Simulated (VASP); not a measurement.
Given:

```yaml
crystal:
  lattice:
    - [4.44719, 0.00000, 0.00000]
    - [0.00000, 4.44719, 0.00000]
    - [0.00000, 0.00000, 2.92564]
  atoms:
    - { symbol: Cr, position: [0.00000, 0.00000, 0.00000], spin: 2.5 }
    - { symbol: Cr, position: [0.50000, 0.50000, 0.50000], spin: 2.5 }
    - { symbol: O, position: [0.30366, 0.30366, 0.00000] }
    - { symbol: O, position: [0.80366, 0.19634, 0.50000] }
    - { symbol: O, position: [0.19634, 0.80366, 0.50000] }
    - { symbol: O, position: [0.69634, 0.69634, 0.00000] }
```

These are PBE GGA, VASP's PBE PAW potentials (set 64) (plane waves; VASP 6.6.1) values and carry that method's errors. Numerical set-up: 530 eV cut-off, 6×6×9 Γ-centred mesh, first-order Methfessel-Paxton smearing of 0.10 eV, potentials Cr_pv O.

The moments were started parallel, and other spin orders were not tried in this run.

Q: Predict the cell moment, energy per atom (σ→0), band gap (on the k-mesh) with the smallest direct gap where there is one.

A: 
```json
{
 "band gap (on the k-mesh)": "none (metal, semimetal or under 0.01 eV)",
 "cell_moment": "4.00 μB",
 "energy per atom (σ→0)": "-8.393 eV/atom"
}
```

Q: Give the moment on each site (PAW-sphere projection).

A: 
```tsv
site	moment (μB)
Cr1	2.11
Cr2	2.11
O3	-0.08
O4	-0.08
O5	-0.08
O6	-0.08
```

The compound is CrO2 in the rutile structure. It was relaxed first. The start is the result of an earlier pass.
